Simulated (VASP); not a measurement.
A run of VASP 6.6.1:

INCAR

```
PREC     = Accurate       # precision mode
ENCUT    = 600            # plane-wave cutoff, eV
EDIFF    = 1E-8           # SCF threshold, eV
ISMEAR   = -1             # smearing method
SIGMA    = 0.15           # smearing width, eV
LREAL    = False          # projectors in reciprocal space
LASPH    = True           # aspherical terms in the spheres
NELM     = 100            # most SCF steps
ALGO     = Normal         # electronic algorithm
ISIF     = 3              # what is computed and relaxed
LWAVE    = False          # write WAVECAR
LCHARG   = False          # write CHGCAR
GGA      = PS             # functional
IBRION   = 6              # ionic algorithm
NFREE    = 2            
POTIM    = 0.015          # step
NSW      = 1              # ionic steps
```

Contents of KPOINTS:

```
Automatic mesh
0
Gamma
  10 10 10
```

The input POSCAR:

```
LaMg
1.0
    3.9170141905      0.0000000000      0.0000000000
    0.0000000000      3.9170141905      0.0000000000
    0.0000000000      0.0000000000      3.9170141905
La Mg
1 1
Direct
    0.5000000000      0.5000000000      0.5000000000
    0.0000000000      0.0000000000      0.0000000000
```

Potentials or basis: VASP PAW PBE potentials, release 64 (La, Mg).

Command:

```sh
$ cat potpaw_PBE.64/La/POTCAR potpaw_PBE.64/Mg/POTCAR > POTCAR
$ mpirun -np 1 vasp_std > vasp.out
```

Hardware: 1 thread of AMD EPYC 7R43 64-Core Processor (Zen 3), on a shared host.

Task: Estimate the wall time of this run.

Result: Wall time 42 min on 1 thread of AMD EPYC 7R43 64-Core Processor (Zen 3), on a shared host, peak memory 0.57 GiB. Counts: scf iterations 204, k points 56.
